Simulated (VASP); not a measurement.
# C in VASP: one cell, several levels of theory

Aim: gap, levels, forces and stress of C, lonsdaleite at fixed geometry. Runs: PBE, r2SCAN.

The runs shown are made with VASP 6.6.1. PAW datasets, plane waves. Calculated at 0 K for a non-magnetic cell.

**1. The system as given**

The cell comes from an earlier relaxation with r2SCAN in another program, then strained, with the atoms relaxed again.

The symmetry is P6_3/mmc (No. 194, hexagonal); a = 2.503 Å, c = 4.169 Å in the conventional setting, 5.66 Å³ an atom. Around C lie 4 C at 1.54–1.56 Å.

The structure in full:

```
CELL_PARAMETERS angstrom
2.50320 0.00000 0.00000
-1.25160 2.16783 0.00000
0.00000 0.00000 4.16887
ATOMIC_POSITIONS crystal
C 0.33333 0.66667 0.00023
C 0.66667 0.33333 0.50023
C 0.33333 0.66667 0.37477
C 0.66667 0.33333 0.87477
```

**2. PBE at this geometry**

The input, INCAR:

```
ENCUT = 520.000000
SIGMA = 0.020000
EDIFF = 1.00e-07
GGA = PE
PREC = Accurate
IBRION = -1
ISIF = 2
ISMEAR = -1
NBANDS = 16
NELM = 120
NSW = 0
LASPH = .TRUE.
LCHARG = .FALSE.
LWAVE = .FALSE.
LREAL = .FALSE.
```

The input, KPOINTS:

```
KPOINTS created by Atomic Simulation Environment
0
Gamma
12 12 6
0 0 0
```

The input, KPOINTS_OPT:

```
special points
6
Reciprocal
0.0000000000 0.0000000000 0.0000000000 1
0.5000000000 0.0000000000 0.0000000000 1
0.3333333333 0.3333333333 0.0000000000 1
0.0000000000 0.0000000000 0.5000000000 1
0.5000000000 0.0000000000 0.5000000000 1
0.3333333333 0.3333333333 0.5000000000 1
```

The input, POSCAR:

```
C
 1.0000000000000000
     2.5031953717780824    0.0000000000287717    0.0000000000000000
    -1.2515976859139586    2.1678307825810661    0.0000000000000000
    -0.0000000000000000    0.0000000000000000    4.1688692921454775
 C
   4
Cartesian
 -0.0000000000166113  1.4452205217303011  0.0009643286881245
  1.2515976858807356  0.7226102608795363  2.0853989747608632
 -0.0000000000166113  1.4452205217303011  1.5623616558664297
  1.2515976858807356  0.7226102608795363  3.6467963019391694
```

Potentials: the recommended PBE PAW datasets, 16 valence electrons in the neutral cell.

Started as:

```console
mpirun -np 1 vasp_std
```

**3. r2SCAN at this geometry**

The input, INCAR:

```
ENCUT = 520.000000
SIGMA = 0.010000
EDIFF = 1.00e-07
ALGO = Normal
METAGGA = R2SCAN
PREC = Accurate
IBRION = -1
ISIF = 2
ISMEAR = 0
NBANDS = 16
NELM = 120
NSW = 0
LASPH = .TRUE.
LCHARG = .TRUE.
LELF = .TRUE.
LWAVE = .FALSE.
LREAL = .FALSE.
```

KPOINTS is that of step 2.

KPOINTS_OPT is that of step 2.

POSCAR is that of step 2.

Before running it: what results should come out? Wanted: for each run, gap; pressure.

As calculated:

| level | gap (eV) | pressure (GPa) |
| --- | --- | --- |
| PBE | 3.31 | 4.84 |
| r2SCAN | 3.56 | 1.12 |

What this shows: The gap spans 3.31 eV (PBE) to 3.56 eV (r2SCAN). The pressure is highest with PBE (4.8 GPa) and lowest with r2SCAN (1.1 GPa), which orders the cells that they would relax to.
